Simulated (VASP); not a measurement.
Input:

```
CELL_PARAMETERS angstrom
      4.76739     0.00000     0.00000
      0.00000     4.76739     0.00000
      0.00000     0.00000     3.04058
ATOMIC_POSITIONS crystal
  Ti 0.00000 0.00000 0.00000
  Ti 0.50000 0.50000 0.50000
  O  0.30540 0.30540 0.00000
  O  0.80540 0.19460 0.50000
  O  0.19460 0.80540 0.50000
  O  0.69460 0.69460 0.00000
```

These are revPBE GGA, VASP's PBE PAW potentials (set 64) (plane waves; VASP) values and carry that method's errors. Settings: 520 eV cut-off, 5×5×7 Γ-centred mesh, Gaussian smearing of 0.050 eV, potentials Ti_sv O.

### Question
The ions and cell shape at fixed volume are relaxed. Predict the relaxed structure.

### Answer

```
CELL_PARAMETERS angstrom
      4.79888     0.00000     0.00000
      0.00000     4.79888     0.00000
      0.00000     0.00000     3.00081
ATOMIC_POSITIONS crystal
  Ti 0.00000 0.00000 0.00000
  Ti 0.50000 0.50000 0.50000
  O  0.30882 0.30882 0.00000
  O  0.80882 0.19118 0.50000
  O  0.19118 0.80882 0.50000
  O  0.69118 0.69118 0.00000
```
Space group P4_2/mnm (136), at a tolerance of 0.03 Å.

### Question
How much energy does the relaxation gain?

### Answer
The energy (σ→0) changes by -4.1 meV/atom, in 3 ionic steps.

```json
[
 {"step": "1", "E(σ→0) (eV)": "-51.4009", "max force (eV/Å)": "0.297", "pressure (GPa)": "-11.09", "volume (Å³)": "69.11"},
 {"step": "2", "E(σ→0) (eV)": "-51.4219", "max force (eV/Å)": "0.123", "pressure (GPa)": "-9.94", "volume (Å³)": "69.11"},
 {"step": "3", "E(σ→0) (eV)": "-51.4257", "max force (eV/Å)": "0.006", "pressure (GPa)": "-9.11", "volume (Å³)": "69.11"}
]
```

The compound is TiO2 in the rutile structure. This cell is one point of a volume scan, at 1.06 of the reference volume. Symmetry was kept, so distortions that lower it aren't found.
